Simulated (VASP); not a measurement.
The system is TiN.

```
Ti N
1.0
     0.00000    2.10500    2.10500
     2.10500    0.00000    2.10500
     2.10500    2.10500    0.00000
Ti N
1 1
Direct
  0.00000 0.00000 0.00000
  0.50000 0.50000 0.50000
```

The cell was built by a generator and needn't be a form met in nature.

* Program: VASP 6.6.1
* Task: relaxation of cell and atoms
* Functional: PBEsol
* Dispersion: D3(BJ)
* Potentials or basis: VASP PAW PBE potentials, release 64 (Ti_sv, N)
* Cutoff: 600 eV
* k mesh: 18 × 18 × 18
* Occupations: methfessel-paxton, width 0.1 eV
* Spin: no spin polarisation

At the start: pressure -8.5 GPa; volume 9.33 Å³/atom.

Problem. How do energy, volume and symmetry change on relaxing?

Solution. Over 3 steps the energy falls by 7.1 meV/atom and the volume is 9.07 Å³/atom (-2.8 %); space group Fm-3m (No. 225, to 0.05 Å).

The path:
```csv
step,energy change (eV),largest force (eV/Å),pressure (GPa),volume (Å³)
1,0.0000,0.0000,-8.47,18.65
2,0.0212,0.0000,15.21,17.35
3,-0.0142,0.0000,-0.08,18.14
```

Final structure:
```
Ti N
1.0
     0.00000    2.08534    2.08534
     2.08534    0.00000    2.08534
     2.08534    2.08534    0.00000
Ti N
1 1
Direct
  0.00000 0.00000 0.00000
  0.50000 0.50000 0.50000
```

Caveat: the PAW data sets were made with another functional, which shifts forces and pressure a little; pairwise dispersion overbinds metals, which lowers pressure and volume.
